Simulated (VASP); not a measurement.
These are optB86b-vdW, VASP's PBE PAW potentials (set 64) (plane waves; VASP) values and carry that method's errors.

The input files of a VASP run:

INCAR:
```
! general
SYSTEM    =  Sn
PREC      =  Accurate
ENCUT     =  520
LREAL     =  .False.
LASPH     =  .True.

! electronic loop
EDIFF     =  1E-7
NELM      =  100
ALGO      =  Normal
LMAXMIX   =  4

! smearing
ISMEAR    =  1
SIGMA     =  0.1

! functional
GGA       =  MK
LUSE_VDW  =  .True.
AGGAC     =  0.0
PARAM1    =  0.1234
PARAM2    =  1.0

! ions
IBRION    =  2
NSW       =  30
ISIF      =  4
EDIFFG    =  -0.01

! output
LWAVE     =  .False.
LCHARG    =  .False.
```

**KPOINTS**
```
Regular mesh
0
Gamma
13 13 13
```

POSCAR:
```
Sn
1
   -2.9691893640     2.9691893640     1.6167122654
    2.9691893640    -2.9691893640     1.6167122654
    2.9691893640     2.9691893640    -1.6167122654
Sn
2
Direct
  0.2500000000   0.7500000000   0.5000000000
  0.0000000000   0.0000000000   0.0000000000
```

POTCAR, in this order: Sn_d (PBE.64 set). Program: vasp_std.

Unless said otherwise, spin-orbit coupling is left out, though it shifts the bands of the heavy elements here.

Q: Estimate the energy per atom (σ→0), pressure, band gap (on the k-mesh).

A: 
| Item | Result |
|---|---|
| energy per atom (σ→0) | -0.696 eV/atom |
| band gap (on the k-mesh) | none (metal, semimetal or under 0.01 eV) |
| pressure | -1.46 GPa |

**OSZICAR**
```
...
DAV:   5    -0.140691544097E+01   -0.21000E-01   -0.20998E-01  9496   0.481E+00    0.207E+00
DAV:   6    -0.139401074747E+01    0.12905E-01   -0.35298E-02  9076   0.284E+00    0.115E+00
DAV:   7    -0.139235256154E+01    0.16582E-02   -0.20666E-02  9114   0.209E+00    0.162E-01
DAV:   8    -0.139249337427E+01   -0.14081E-03   -0.20205E-03  7756   0.649E-01    0.382E-02
DAV:   9    -0.139250708550E+01   -0.13711E-04   -0.61211E-05  9022   0.822E-02    0.125E-02
DAV:  10    -0.139250734639E+01   -0.26089E-06   -0.94090E-06  8196   0.431E-02    0.205E-03
DAV:  11    -0.139250739989E+01   -0.53498E-07   -0.32318E-07  6144   0.763E-03
   1 F= -.13925074E+01 E0= -.13924062E+01  d E =-.139251E+01
```

The compound is Sn in the beta structure. This cell is one point of a volume scan, at 1.03 of the reference volume.
